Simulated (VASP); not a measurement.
# Si7SnO16 (a cell with a defect) in VASP: single point with PBE

Aim: the single point of Si7SnO16 (a cell with a defect) with PBE.

Program: VASP 6.6.1. These are calculated values, not measurements. Logs are shortened: lines on timing, memory, paths and dates and some standing lists are left out, and cuts for length are marked.

## 1. Starting point

The cell holds a defect, 24 atoms: a = 6.933 Å, b = 13.867 Å, c = 6.933 Å, α = 85.08°, β = 109.96°, γ = 138.11°.

## 2. Single point, PBE

File INCAR:

```
PREC = Accurate ; ENCUT = 520
EDIFF = 1E-6 ; ISMEAR = -1
SIGMA = 0.01 ; LREAL = Auto
LASPH = True ; NELM = 100
ALGO = Fast ; ISIF = 2
LWAVE = False ; LCHARG = True
GGA = PE ; LELF = True
LVHAR = True ; NBANDS = 87
```

File KPOINTS:

```
Automatic mesh
0
Gamma
  4 2 3
```

File POSCAR:

```
Si7SnO16
1.0
   -5.1085000000      3.9789500000      2.4782500000
   10.2170000000     -7.9579000000      4.9565000000
    5.1085000000      3.9789500000     -2.4782500000
Sn Si O
1 7 16
Direct
    0.8791790862      0.3024113529      0.4654404688
    0.8133913092      0.7881607203      0.4517966870
    0.1770746763      0.2024478113      0.5390823230
    0.1373343919      0.7025597718      0.5451104672
    0.8942337533      0.4557688697      0.7697948569
    0.8604646584      0.9624571552      0.7528994087
    0.1212657828      0.0240888468      0.2388961112
    0.1123367292      0.5597825703      0.2389245971
    0.8229369928      0.3877915807      0.2461666164
    0.8372336541      0.8484876110      0.2384876072
    0.5262666363      0.2958071916      0.7205352549
    0.4978732887      0.8196652991      0.7286261313
    0.9178917098      0.0866435413      0.6414261766
    0.8929289988      0.5422644724      0.5973768175
    0.4596934144      0.0937411534      0.3907282240
    0.4462855091      0.6255237613      0.3969953322
    1.0653446229      0.4205700410      0.7475481312
    0.9506615455      0.9097415796      0.6418835098
    0.0865517474      0.1137537010      0.3257303706
    0.1177069859      0.6705175094      0.3140823307
    0.1796975506      0.3176194119      0.4681712042
    0.0386107004      0.7764494509      0.5388049512
    0.0992338790      0.0393119808      0.0014099240
    0.0874823772      0.5652746159      0.0000824981
```

Potentials or basis: VASP PAW PBE potentials, release 64 (Sn_d, Si, O).

On the command line:

```bash
$ cat potpaw_PBE.64/Sn_d/POTCAR potpaw_PBE.64/Si/POTCAR potpaw_PBE.64/O/POTCAR > POTCAR
$ mpirun -np 1 vasp_std > vasp.out
```

OUTCAR:

```text
PREC = Accurate
   ENCUT = 520
   EDIFF = 1E-6
   ISMEAR = -1
   LREAL = Auto
   LASPH = True
   NELM = 100
   ISIF = 2
   GGA = PE

 ion  position               nearest neighbor table
   1  0.879  0.302  0.465-  21 1.93  15 1.95   9 1.96  17 1.96   5 3.05   3 3.14   8 3.16   7 3.19

   2  0.813  0.788  0.452-  22 1.60  18 1.62  16 1.63  10 1.63   7 2.89   8 2.97   6 3.09   4 3.12

   3  0.177  0.202  0.539-  21 1.62  19 1.62  11 1.63  13 1.64   6 2.93   5 3.02   7 3.08   1 3.14
[... 13 lines left out ...]
  11  0.526  0.296  0.721-   3 1.63   5 1.63
  12  0.498  0.820  0.729-   6 1.62   4 1.63
  13  0.918  0.087  0.641-   6 1.64   3 1.64
  14  0.893  0.542  0.597-   4 1.62   5 1.62
[... 8 lines left out ...]
  23  0.099  0.039  0.001-   6 1.61   7 1.61
  24  0.087  0.565  0.000-   5 1.61   8 1.61

  LATTYP: Found a base centered monoclinic cell.
 ALAT       =    11.3557906484
 B/A-ratio  =     0.7007790339
 C/A-ratio  =     0.8729467024
 COS(beta)  =    -0.4364733512

  Lattice vectors:

 A1 = (   5.1085000000,  -3.9789500000,  -2.4782500000)
 A2 = (   5.1085000000,   3.9789500000,  -2.4782500000)
 A3 = (   0.0000000000,   0.0000000000,   9.9130000000)

Analysis of symmetry for initial positions (statically):
=====================================================================
 Subroutine PRICEL returns:
 Original cell was already a primitive cell.

 Routine SETGRP: Setting up the symmetry group for a
 base centered monoclinic supercell.

 Subroutine GETGRP returns: Found  1 space group operations
 (whereof  1 operations were pure point group operations)
 out of a pool of  4 trial point group operations.

The static configuration has the point symmetry C_1 .

Analysis of symmetry for dynamics (positions and initial velocities):
=====================================================================
 Subroutine PRICEL returns:
 Original cell was already a primitive cell.

 Routine SETGRP: Setting up the symmetry group for a
 base centered monoclinic supercell.

 Subroutine GETGRP returns: Found  1 space group operations
 (whereof  1 operations were pure point group operations)
 out of a pool of  4 trial point group operations.

The dynamic configuration has the point symmetry C_1 .

 Subroutine INISYM returns: Found  1 space group operations
 (whereof  1 operations are pure point group operations),
 and found     1 'primitive' translations

----------------------------------------------------------------------------------------

                                     Primitive cell

  volume of cell :     402.9925

  direct lattice vectors                    reciprocal lattice vectors
    -5.108500000  3.978950000  2.478250000     0.000000000  0.125661293  0.201755271
    10.217000000 -7.957900000  4.956500000     0.048938044  0.000000000  0.100877635
     5.108500000  3.978950000 -2.478250000     0.097876089  0.125661293  0.000000000

  length of vectors
     6.933292033 13.866584066  6.933292033     0.237688767  0.112121494  0.159281164

  position of ions in fractional coordinates (direct lattice)
     0.879179086  0.302411353  0.465440469
     0.813391309  0.788160720  0.451796687
     0.177074676  0.202447811  0.539082323
     0.137334392  0.702559772  0.545110467
     0.894233753  0.455768870  0.769794857
     0.860464658  0.962457155  0.752899409
[... 16 lines left out ...]
     0.099233879  0.039311981  0.001409924
     0.087482377  0.565274616  0.000082498

  ion indices of the primitive-cell ions
   primitive index   ion index
                 1           1
                 2           2
                 3           3
                 4           4
                 5           5
                 6           6
[... 16 lines left out ...]
                23          23
                24          24

----------------------------------------------------------------------------------------

 KPOINTS: Automatic mesh

[... 26 lines left out ...]
|     Your reciprocal lattice and k-lattice belong to different lattice       |
|     classes:                                                                |
|                                                                             |
|        The reciprocal lattice is base-centered monoclinic,                  |
|        whereas your k-lattice is triclinic.                                 |
|                                                                             |
|     Results are often still useful ...                                      |
|                                                                             |
 -----------------------------------------------------------------------------

 WARNING: IBZKPT: internal override: KBLOWUP is changed to .FALSE.
      ... skipping the blow-up phase ...

 Subroutine IBZKPT returns following result:
 ===========================================

 Found     14 irreducible k-points:

 Following reciprocal coordinates:
            Coordinates               Weight
  0.000000  0.000000  0.000000      1.000000
  0.250000  0.000000 -0.000000      2.000000
  0.500000  0.000000 -0.000000      1.000000
  0.000000  0.500000 -0.000000      1.000000
  0.250000  0.500000  0.000000      2.000000
  0.500000  0.500000 -0.000000      1.000000
  0.000000 -0.000000  0.333333      2.000000
  0.250000 -0.000000  0.333333      2.000000
  0.500000  0.000000  0.333333      2.000000
 -0.250000 -0.000000  0.333333      2.000000
  0.000000  0.500000  0.333333      2.000000
  0.250000  0.500000  0.333333      2.000000
  0.500000  0.500000  0.333333      2.000000
 -0.250000  0.500000  0.333333      2.000000
   k-points           NKPTS =     14   k-points in BZ     NKDIM =     14   number of bands    NBANDS=     87
   number of dos      NEDOS =    301   number of ions     NIONS =     24
   total plane-waves  NPLWV = 314928
   dimension x,y,z NGX =    54 NGY =  108 NGZ =   54
   dimension x,y,z NGXF=   108 NGYF=  216 NGZF=  108
   ions per type =               1   7  16
   NGX,Y,Z   is equivalent  to a cutoff of  12.95, 12.95, 12.95 a.u.
   NGXF,Y,Z  is equivalent  to a cutoff of  25.90, 25.90, 25.90 a.u.
 SYSTEM =  unknown system
   PREC   = accura    normal or accurate (medium, high low for compatibility)
   ISTART =      0    job   : 0-new  1-cont  2-samecut
   ICHARG =      2    charge: 1-file 2-atom 10-const
   ISPIN  =      1    spin polarized calculation?
   LNONCOLLINEAR =      F non collinear calculations
   LSORBIT =      F    spin-orbit coupling
   LASPH  =      T    aspherical Exc in radial PAW
   ENCUT  =  520.0 eV  38.22 Ry    6.18 a.u.  12.89 25.78 12.89*2*pi/ulx,y,z
   NELM   =    100;   NELMIN=  2; NELMDL= -5     # of ELM steps
   EDIFF  = 0.1E-05   stopping-criterion for ELM
   LREAL  =      T    real-space projection
   EDIFFG = 0.1E-04   stopping-criterion for IOM
   NSW    =      0    number of steps for IOM
   IBRION =     -1    ionic relax: 0-MD 1-quasi-New 2-CG
   NFREE  =      0    steps in history (QN), initial steepest desc. (CG)
   ISIF   =      2    stress and relaxation
   ISYM   =      2    0-nonsym 1-usesym 2-fastsym
   POTIM  = 0.5000    time-step for ionic-motion
   TEBEG  =    0.0;   TEEND  =   0.0 temperature during run
   PSTRESS=    0.0 pullay stress
   NELECT =     138.0000    total number of electrons
   NUPDOWN=      -1.0000    fix difference up-down
   EMIN   =  10.00;   EMAX   =-10.00  energy-range for DOS
   EFERMI =   0.00;   METHOD = LEGACY
   ISMEAR =    -1;   SIGMA  =   0.01  broadening in eV -4-tet -1-fermi 0-gaus
   EFERMI_NEDOS =   21; number of points for ismear=-14 and -15
   IALGO  =     68    algorithm
   IMIX   =      4    mixing-type and parameters
     AMIX     =   0.40;   BMIX     =  1.00
     AMIX_MAG =   1.60;   BMIX_MAG =  1.00
  volume/ion in A,a.u.               =      16.79       113.31
  Fermi-wavevector in a.u.,A,eV,Ry     =   1.145343  2.164384 17.848264  1.311810
  Thomas-Fermi vector in A             =   2.282032
   LORBIT       =      0    0 simple, 1 ext, 2 COOP (PROOUT), +10 PAW based schemes
   GGA     = PE    functional components
   LHFCALC =     F    Hartree Fock is set to
   AEXX    =    0.0000 exact exchange contribution
   IVDW    =     0    specifies the selected vdW correction
   LEPSILON=     F    determine dielectric tensor
   LRPA    =     F    only Hartree local field effects (RPA)
 non-spin polarized calculation
 RMM-DIIS sequential band-by-band and
  energy-cutoff  :      520.00
  volume of cell :      402.99
 maximum number of plane-waves:     10872
 NGX is ok and might be reduce to    54
   NGX = 25   NGY = 51   NGZ = 25

 number of electron     138.0000006 magnetization

 Free energy of the ion-electron system (eV)
  ---------------------------------------------------
  ext. energy  EPLUGINS =         0.00000000
  ---------------------------------------------------
  free energy    TOTEN  =      -182.83025542 eV

  energy without entropy =     -182.83025542  energy(sigma->0) =     -182.83025542

 E-fermi :  -0.6358     XC(G=0):  -7.7196

 val. band max:       -0.8696285741   @ k =   0.5000   0.0000   0.3333
 cond. band min:       3.2767430959   @ k =   0.0000   0.0000   0.0000
 fundamental gap:      4.1463716700
 Fermi energy:        -0.6358440957

 k-point     1 :       0.0000    0.0000    0.0000
  band No.  band energies     occupation
      1     -21.0945      2.00000
      2     -21.0427      2.00000
      3     -21.0025      2.00000
      4     -20.4720      2.00000
      5     -20.4458      2.00000
      6     -20.1339      2.00000
[... 1165 lines left out ...]
     80       8.5290      0.00000
     81       8.6213      0.00000
 [bands above 81 left out]

------------------------ aborting loop because EDIFF is reached ----------------------------------------

  FORCE on cell =-STRESS in cart. coord.  units (eV):
  Direction    XX          YY          ZZ          XY          YZ          ZX
  --------------------------------------------------------------------------------------
  -------------------------------------------------------------------------------------
  Total       12.2610529     10.2175581      6.8577814     -0.9049942     -0.0424619     -0.8999579
  in kB       48.7462674     40.6219454     27.2644814     -3.5979852     -0.1688159     -3.5779626
  external PRESSURE =      38.8775647 kB  Pullay stress =       0.0000000 kB

 VOLUME and BASIS-vectors are now :
 -----------------------------------------------------------------------------
  energy-cutoff  :      520.00
  volume of cell :      402.99
      direct lattice vectors                 reciprocal lattice vectors
    -5.108500000  3.978950000  2.478250000     0.000000000  0.125661293  0.201755271
    10.217000000 -7.957900000  4.956500000     0.048938044  0.000000000  0.100877635
     5.108500000  3.978950000 -2.478250000     0.097876089  0.125661293  0.000000000

 POSITION                                       TOTAL-FORCE (eV/Angst)
 -----------------------------------------------------------------------------------
      0.97615      2.94361      2.52425        -0.016054      0.024085      0.015020
      6.20543     -1.23798      4.80264        -0.009945      0.055442      0.001402
      3.91773      1.23849      0.10629        -0.006326     -0.001691     -0.004670
      9.26118     -2.87549      2.47167         0.045283     -0.014447     -0.004310
      4.02089      2.99412      2.56741         0.030685      0.000718     -0.000709
      9.28393     -1.23964      5.03699         0.018863      0.027415      0.009057
[... 16 lines left out ...]
     -0.09808      0.08762      0.43728         0.009213      0.004643     -0.007949
      5.32893     -4.14998      3.01838        -0.007433      0.000086     -0.009905
 -----------------------------------------------------------------------------------
    total drift:                                0.004904     -0.017383      0.005462

  FREE ENERGIE OF THE ION-ELECTRON SYSTEM (eV)
  ---------------------------------------------------
  free  energy   TOTEN  =      -182.8302554240 eV

  energy  without entropy=     -182.8302554240  energy(sigma->0) =     -182.83025542
```

Run time: 13 min. Hardware: 1 thread of Intel Xeon 6975P-C (Granite Rapids), shared host; peak memory 0.83 GiB.

What came out:

| Quantity | Value |
| --- | --- |
| Free energy | -182.8303 eV |
| Pressure | 3.9 GPa |
| Largest force | 0.056 eV/Å |
| Band gap on the k mesh | 4.15 eV, indirect (least direct gap 4.25 eV) |

Forces in eV/Å, atoms in the order of the input:
```
Sn  -0.016  0.024  0.015
Si  -0.010  0.055  0.001
Si  -0.006 -0.002 -0.005
Si   0.045 -0.014 -0.004
Si   0.031  0.001 -0.001
Si   0.019  0.027  0.009
Si  -0.016 -0.045  0.013
Si  -0.007 -0.028  0.024
O   -0.002 -0.034 -0.027
O   -0.011 -0.015 -0.007
O   -0.004  0.002 -0.003
O   -0.005 -0.003 -0.001
O    0.012 -0.010 -0.004
O   -0.008  0.004  0.005
O   -0.010  0.030 -0.021
O    0.003  0.002 -0.009
O   -0.006  0.044  0.016
O    0.005 -0.014 -0.005
O   -0.006  0.009 -0.006
O   -0.002 -0.007  0.003
O    0.000 -0.022  0.029
O   -0.005 -0.009 -0.007
O    0.009  0.005 -0.008
O   -0.007  0.000 -0.010
```

Caveat: spin-orbit coupling is left out, which moves the levels of the heavy elements.
